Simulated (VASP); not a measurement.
# GaSb: relaxed cell and zone-centre modes, part 2 of 2

What lattice and vibrations does GaSb have at one level of theory? The starting structure is a measured crystal structure from the Crystallography Open Database. All runs use PBEsol.

VASP 6.6.1.

So far. Step 2 (Relaxation): The relaxed cell holds 28.582 Å³ an atom, with a = 6.115 Å (+0.0 % against the database cell). Pressures at 0.985 and 1.015 times this volume, from two more relaxations that aren't shown, give a bulk modulus of 50.5 GPa. Step 3 (Modes of the relaxed cell): The zone-centre modes at 28.582 Å³ an atom are T2 218.5 cm⁻¹.

The database entry behind the starting cell differs from later determinations by our own check (about 0.4 % long), so it need not match the best structure at ambient conditions.

**4. Modes at 0.97 of that volume**

Level of this step: PBEsol; plane waves and PAW (Sb, Ga_d) (VASP).

Shape and positions were first relaxed at this volume, in a run that isn't shown.

INCAR

```
SYSTEM = GaSb
PREC = Accurate
ENCUT = 500
EDIFF = 1E-08
NELM = 100
ISMEAR = 0
SIGMA = 0.05
LREAL = .FALSE.
ALGO = Normal
GGA = PS
NBANDS = 15
LORBIT = 11
LWAVE = .FALSE.
LCHARG = .FALSE.
KPAR = 4
IBRION = 8
ISIF = 2
```

POSCAR

```
GaSb
1.0
    0.0000000000      3.0266080745      3.0266080745
    3.0266080745      0.0000000000      3.0266080745
    3.0266080745      3.0266080745      0.0000000000
Sb Ga
1 1
Direct
    0.7500000000      0.7500000000      0.7500000000
    0.0000000000      0.0000000000      0.0000000000
```

KPOINTS

```
Automatic mesh
0
Gamma
12 12 12
0 0 0
```

Potentials, in the order of the species: Sb and Ga_d (PBE family, release 64).

The run is started by

```bash
> mpirun -np 4 vasp_std
```

The log of the run:

```text
[... set-up lines as in an earlier step ...]
 entering main loop
       N       E                     dE             d eps       ncg     rms          rms(c)
DAV:   1     0.783119403781E+02    0.78312E+02   -0.85748E+03  2184   0.146E+03
DAV:   2    -0.238410600466E+01   -0.80696E+02   -0.77889E+02  2482   0.293E+02
DAV:   3    -0.815317628123E+01   -0.57691E+01   -0.57470E+01  2573   0.658E+01
DAV:   4    -0.825062899425E+01   -0.97453E-01   -0.97440E-01  2657   0.960E+00
[...]
DAV:  14    -0.814591657882E+01   -0.39476E-07   -0.38959E-09  2158   0.904E-04    0.143E-04
DAV:  15    -0.814591659040E+01   -0.11576E-07   -0.88143E-10  1500   0.370E-04    0.770E-05
DAV:  16    -0.814591658671E+01    0.36885E-08   -0.17799E-10  1353   0.166E-04
   1 F= -.81459166E+01 E0= -.81459164E+01  d E =-.443667E-06
 Linear response reoptimize wavefunctions to high precision
DAV:   1    -0.814591658537E+01    0.13342E-08   -0.78972E-11  1472   0.127E-04
DAV:   2    -0.814591658539E+01   -0.15461E-10   -0.24552E-11  1283   0.482E-05
 Linear response DOF=           2
 Linear response progress:
[...]
RMM:   9    -0.256172012070E-01    0.25509E-07   -0.13630E-08 17168   0.196E-04    0.184E-05
RMM:  10    -0.256172342776E-01   -0.33071E-07    0.19115E-09 16577   0.747E-05    0.213E-06
RMM:  11    -0.256172358924E-01   -0.16148E-08   -0.19368E-09 17051   0.264E-05    0.216E-06
 first order change of Fermi-energy   0.26099E-03
 force on displaced ion       1 direction 1 :  -8.604  -0.000  -0.000
 Linear response progress:
  Degree of freedom:   2/  2
       N       E                     dE             d eps       ncg     rms          rms(c)
RMM:   1    -0.166097672830E+00   -0.16610E+00    0.72268E-02 10475   0.811E+00
RMM:   2    -0.164927753969E+00    0.11699E-02   -0.27991E-02 15782   0.134E+00    0.395E-02
RMM:   3    -0.164954252101E+00   -0.26498E-04   -0.35084E-03 16394   0.410E-01    0.272E-02
RMM:   4    -0.164794080409E+00    0.16017E-03   -0.12693E-03 17740   0.189E-01    0.123E-02
[...]
RMM:  14    -0.164816248835E+00    0.49911E-07   -0.10975E-07 17521   0.629E-05    0.432E-06
RMM:  15    -0.164816268512E+00   -0.19677E-07   -0.33184E-08 16943   0.351E-05    0.484E-07
RMM:  16    -0.164816270027E+00   -0.15141E-08   -0.49928E-08 16496   0.211E-05    0.951E-07
 first order change of Fermi-energy   0.12961E-03
 force on displaced ion       2 direction 1 :  -8.543   0.000   0.000
 Linear response finished
```

The job ended after 88 s (4 MPI ranks of Intel Xeon 6975P-C (Granite Rapids), shared host; peak memory 2.3 GiB; 5.6 min of CPU time).

From OUTCAR (step 4):

```text
  Total        0.5790451      0.5790451      0.5790451      0.0000000      0.0000000      0.0000000
  in kB       16.7310981     16.7310981     16.7310981      0.0000000      0.0000000      0.0000000
  external PRESSURE =      16.7310981 kB  Pullay stress =       0.0000000 kB

 POSITION                                       TOTAL-FORCE (eV/Angst)
 -----------------------------------------------------------------------------------
      4.53991      4.53991      4.53991        -0.000000      0.000000      0.000000
      0.00000      0.00000      0.00000         0.000000     -0.000000     -0.000000
 -----------------------------------------------------------------------------------
    total drift:                               -0.000000     -0.000000     -0.000001

[... 1 part as in an earlier step ...]

[... 1 further part left out ...]
```

The zone-centre modes at 27.725 Å³ an atom are T2 229.2 cm⁻¹.

**5. Modes at 1.03 of that volume**

Shape and positions were first relaxed at this volume, in a run that isn't shown.

INCAR is that of step 4.

POSCAR

```
GaSb
1.0
    0.0000000000      3.0877681499      3.0877681499
    3.0877681499      0.0000000000      3.0877681499
    3.0877681499      3.0877681499      0.0000000000
Sb Ga
1 1
Direct
    0.7500000000      0.7500000000      0.7500000000
    0.0000000000      0.0000000000      0.0000000000
```

KPOINTS is that of step 4.

The run is started by

```bash
> mpirun -np 4 vasp_std
```

The log of the run:

```text
[... set-up lines as in an earlier step ...]
 entering main loop
       N       E                     dE             d eps       ncg     rms          rms(c)
DAV:   1     0.776375824069E+02    0.77638E+02   -0.84815E+03  2208   0.140E+03
DAV:   2    -0.237670124803E+01   -0.80014E+02   -0.77269E+02  2524   0.293E+02
DAV:   3    -0.813779757178E+01   -0.57611E+01   -0.57392E+01  2580   0.659E+01
DAV:   4    -0.823814732751E+01   -0.10035E+00   -0.10034E+00  2705   0.970E+00
[...]
DAV:  11    -0.814685487519E+01   -0.94228E-05   -0.12138E-05  2482   0.247E-02    0.383E-03
DAV:  12    -0.814685508842E+01   -0.21323E-06   -0.53535E-07  2755   0.733E-03    0.571E-04
DAV:  13    -0.814685509462E+01   -0.61968E-08   -0.41087E-08  2589   0.138E-03
   1 F= -.81468551E+01 E0= -.81468326E+01  d E =-.449233E-04
 Linear response reoptimize wavefunctions to high precision
DAV:   1    -0.814685513971E+01   -0.45085E-07   -0.47944E-09  2762   0.859E-04
DAV:   2    -0.814685513972E+01   -0.14552E-10   -0.16539E-10  1801   0.115E-04
 Linear response DOF=           2
 Linear response progress:
[...]
RMM:   9    -0.257109061024E-01   -0.46574E-07   -0.20394E-09 17262   0.200E-04    0.193E-05
RMM:  10    -0.257109554337E-01   -0.49331E-07    0.14866E-09 16706   0.787E-05    0.202E-06
RMM:  11    -0.257109512833E-01    0.41503E-08    0.15240E-09 17427   0.319E-05    0.349E-06
 first order change of Fermi-energy   0.24467E-03
 force on displaced ion       1 direction 1 :  -7.220   0.000   0.000
 Linear response progress:
  Degree of freedom:   2/  2
       N       E                     dE             d eps       ncg     rms          rms(c)
RMM:   1    -0.165869570149E+00   -0.16587E+00    0.61358E-02 10459   0.792E+00
RMM:   2    -0.165048485831E+00    0.82108E-03   -0.28884E-02 15643   0.132E+00    0.381E-02
RMM:   3    -0.164922470623E+00    0.12602E-03   -0.34106E-03 16320   0.408E-01    0.253E-02
RMM:   4    -0.164760939196E+00    0.16153E-03   -0.12900E-03 17704   0.188E-01    0.118E-02
[...]
RMM:  13    -0.164765632036E+00   -0.45571E-07   -0.20759E-07 17392   0.145E-04    0.278E-06
RMM:  14    -0.164765647071E+00   -0.15035E-07   -0.25938E-07 17701   0.860E-05    0.214E-06
RMM:  15    -0.164765654274E+00   -0.72027E-08    0.17637E-08 17210   0.563E-05    0.169E-06
 first order change of Fermi-energy   0.27451E-04
 force on displaced ion       2 direction 1 :  -7.252   0.000   0.000
 Linear response finished
```

Elapsed: 91 s, on 4 MPI ranks; peak memory 2.4 GiB.

From OUTCAR (step 5):

```text
  Total       -0.5234462     -0.5234462     -0.5234462      0.0000000      0.0000000      0.0000000
  in kB      -14.2435624    -14.2435624    -14.2435624      0.0000000      0.0000000      0.0000000
  external PRESSURE =     -14.2435624 kB  Pullay stress =       0.0000000 kB

 POSITION                                       TOTAL-FORCE (eV/Angst)
 -----------------------------------------------------------------------------------
      4.63165      4.63165      4.63165        -0.000000     -0.000000     -0.000000
      0.00000      0.00000      0.00000         0.000000      0.000000      0.000000
 -----------------------------------------------------------------------------------
    total drift:                               -0.000001     -0.000001     -0.000000

[... 1 part as in an earlier step ...]

[... 1 further part left out ...]
```

The zone-centre modes at 29.440 Å³ an atom are T2 210.7 cm⁻¹.

**6. All runs side by side**

```
                         run  volume (Å³/atom)     T2  core minutes
                  relaxation            28.582      -         0.427
   modes of the relaxed cell            28.582  218.5           6.4
modes at 0.97 of that volume            27.725  229.2          5.87
modes at 1.03 of that volume             29.44  210.7          6.07
```

Modes are in cm⁻¹, degenerate ones as one, matched by symmetry and order. A number in brackets counts the listed modes of one symmetry from the lowest. The symmetry labels come from an automatic analysis and can be wrong where levels nearly coincide. Core minutes are wall time times ranks of the run shown, on a shared host.

**7. Results**

| Property | Result |
| --- | --- |
| relaxed volume | 28.58 Å³/atom |
| bulk modulus from two volumes | 50.5 GPa |
| mode T2 | 218.5 cm⁻¹ |
| Grüneisen parameter of T2 | 1.40 |

What this shows: At the PBEsol level GaSb relaxes to 28.58 Å³ an atom. The mode Grüneisen parameters, from the cells at 0.97 and 1.03 of the volume, come to 1.40 (T2). At a gap this small, or none, the modes can hang strongly on the k mesh, which isn't tested here. The frequencies are harmonic; if the crystal really has a gap, the splitting of its polar modes by their long-range field is missing too. All values are for a static lattice. Further runs on this material are not shown.

[Lines on the potential files, build, host, timing and source positions are cut from VASP's logs without a mark.]

[Logs are printed without paths, hosts, clocks, repeated set-up lines and the standing remarks that a program may print on its own settings, such as how far it seeks lower states.]

[Hosts, paths, dates, database ids (printed as entryN), source tags and the programs' standing remarks are cut or masked in the printed files.]
